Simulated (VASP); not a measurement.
Ce (relaxed from the simple-cubic structure, space group Pm-3m): computed properties

Method: r2SCAN meta-GGA, VASP's PBE PAW potentials (set 64) (plane waves; VASP).

space group: Pm-3m (221)
cell: a = b = c = 2.8683 Å, α = β = γ = 90.00°
volume per atom: 23.60 Å³/atom
band gap (over mesh and band path): none (metal, semimetal or under 0.01 eV)
density: 9.86 g/cm³

```cif
data_Ce
_chemical_formula_sum 'Ce1'
_space_group_name_H-M_alt 'Pm-3m'
_space_group_IT_number 221
_space_group_name_Hall '-P 4 2 3'
_cell_length_a 2.86832
_cell_length_b 2.86832
_cell_length_c 2.86832
_cell_angle_alpha 90.000
_cell_angle_beta 90.000
_cell_angle_gamma 90.000
loop_
_atom_site_label
_atom_site_type_symbol
_atom_site_symmetry_multiplicity
_atom_site_Wyckoff_symbol
_atom_site_fract_x
_atom_site_fract_y
_atom_site_fract_z
_atom_site_occupancy
Ce1 Ce 1 a 0.00000 0.00000 0.00000 1
```

The structure was generated: Ce was put into the simple-cubic type (Pm-3m), which need not be its known phase. It was relaxed first, which changed the volume by -39 %. Symmetry was kept, so distortions that lower it aren't found.
